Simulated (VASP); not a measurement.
The system is Ga3Sb.

```
Ga Sb
1.0
     3.75847    0.00000    0.00000
    -1.87923    3.25493    0.00000
     0.00000    0.00000    7.32560
Ga Sb
3 1
Direct
  0.33333 0.66667 0.50000
  0.66667 0.33333 0.50000
  0.00000 0.00000 0.50000
  0.00000 0.00000 0.00000
```

The cell was built by a generator and needn't be a form met in nature.

```yaml
Program: VASP 6.6.1
Task: relaxation of cell and atoms
Functional: PBE
Potentials_or_basis: VASP PAW PBE potentials, release 64 (Ga_d, Sb)
Cutoff: 520 eV
k_mesh: 6 × 6 × 3
Occupations: gaussian, width 0.15 eV
Spin: no spin polarisation
```

At the start: pressure 38.3 GPa; volume 22.40 Å³/atom.

Task: Where does the relaxation end?

Result: Over 18 steps the energy falls by 1714.0 meV/atom and the volume is 28.35 Å³/atom (+26.5 %); space group P6/mmm (No. 191, to 0.05 Å).

The path:
```tsv
step	energy change (eV)	largest force (eV/Å)	pressure (GPa)	volume (Å³)
1	0.0000	0.0000	38.29	89.62
2	-5.1488	0.0000	-4.86	170.77
3	-5.5893	0.0000	-1.49	132.47
4	-5.6255	0.0000	-3.04	142.67
5	-5.6342	0.0000	-2.93	139.70
6	-5.6328	0.0000	-2.61	138.00
7	-6.1051	0.0000	-2.48	128.93
8	-6.6895	0.0000	5.63	100.78
9	-6.7505	0.0000	0.11	110.74
10	-6.7622	0.0000	2.12	108.35
11	-6.7602	0.0000	0.38	109.21
12	-6.7778	0.0000	0.08	111.14
13	-6.7996	0.0000	-0.86	116.21
14	-6.8135	0.0000	-0.79	115.88
15	-6.8429	0.0000	-0.69	114.80
16	-6.8415	0.0000	0.06	114.24
17	-6.8530	0.0000	-0.49	114.59
18	-6.8561	0.0000	-0.11	113.41
```

Final structure:
```
CELL_PARAMETERS angstrom
5.01727 0.00000 0.00000
-2.50864 4.34508 0.00000
0.00000 0.00000 5.20222
ATOMIC_POSITIONS crystal
Ga 0.33333 0.66667 0.50000
Ga 0.66667 0.33333 0.50000
Ga 0.00000 0.00000 0.50000
Sb 0.00000 0.00000 0.00000
```

Caveat: the volume moved by over 15 % at a fixed basis, so the end points are rough.
